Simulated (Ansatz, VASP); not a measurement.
# Two plane-wave programs on Sc3AlP

Contents of INCAR:

```
SYSTEM = Sc3AlP
PREC = Accurate ; ENCUT = 520
EDIFF = 1E-6 ; ISMEAR = 0
SIGMA = 0.2 ; LREAL = .False.
LASPH = .True. ; NELM = 100
ALGO = Normal ; ISIF = 2
LWAVE = .False. ; LCHARG = .False.
GGA = PE ; NBANDS = 52
```

KPOINTS

```
regular mesh
0
Gamma
  4 4 2
  0 0 0
```

The input POSCAR:

```
Sc3AlP
1.0
    4.8591427828      0.0000000000      0.0000000000
    0.0000000000      4.8591427828      0.0000000000
    0.0000000000      0.0000000000      9.7182855656
Sc Al P
6 2 2
Direct
    0.5000000000      0.0000000000      0.0000000000
    0.5000000000      0.0000000000      0.5000000000
    0.0000000000      0.5000000000      0.0000000000
    0.0000000000      0.5000000000      0.5000000000
    0.0000000000      0.0000000000      0.2500000000
    0.0000000000      0.0000000000      0.7500000000
    0.5000000000      0.5000000000      0.2500000000
    0.5000000000      0.5000000000      0.7500000000
    0.0000000000      0.0000000000      0.0000000000
    0.0000000000      0.0000000000      0.5000000000
```

Input for Ansatz:

```yaml
crystal:
  lattice:
    - [4.8591427828, 0.0, 0.0]
    - [0.0, 4.8591427828, 0.0]
    - [0.0, 0.0, 9.7182855656]
  atoms:
    - { symbol: Sc, position: [0.5, 0.0, 0.0] }
    - { symbol: Sc, position: [0.5, 0.0, 0.5] }
    - { symbol: Sc, position: [0.0, 0.5, 0.0] }
    - { symbol: Sc, position: [0.0, 0.5, 0.5] }
    - { symbol: Sc, position: [0.0, 0.0, 0.25] }
    - { symbol: Sc, position: [0.0, 0.0, 0.75] }
    - { symbol: Al, position: [0.5, 0.5, 0.25] }
    - { symbol: Al, position: [0.5, 0.5, 0.75] }
    - { symbol: P, position: [0.0, 0.0, 0.0] }
    - { symbol: P, position: [0.0, 0.0, 0.5] }
basis:
  ecutwfc: 420
kpoints:
  mp_grid: { grid: [4, 4, 2] }
hamiltonian:
  xc: pbe
scf:
  occupations: { method: gaussian, width: 0.2 }
  lower_state_search: "off"
output:
  forces: true
  stress: true
  eigenvalues: true
```

Alike in both runs: task single point; functional PBE; k mesh 4 × 4 × 2; occupations gaussian, width 0.2 eV; no spin polarisation.

```csv
,VASP,Ansatz
version,VASP 6.6.1,Ansatz 0.2.0
potentials or method,"VASP PAW PBE potentials, release 64 (Sc_sv, Al, P)","scalar-relativistic, plane waves, PAW"
plane-wave cutoff (eV),520,420
valence electrons in the cell,82,82
```

Ansatz gave:

| Item | Value |
| --- | --- |
| gap on the k mesh at the Fermi level (eV) | none |
| pressure (GPa) | 0.0 |

Task: Estimate VASP's values.

Result: gap on the k mesh at the Fermi level (eV): none; pressure (GPa): 0.1.

A gap of «none» marks a metal or a gap that the smearing closes.
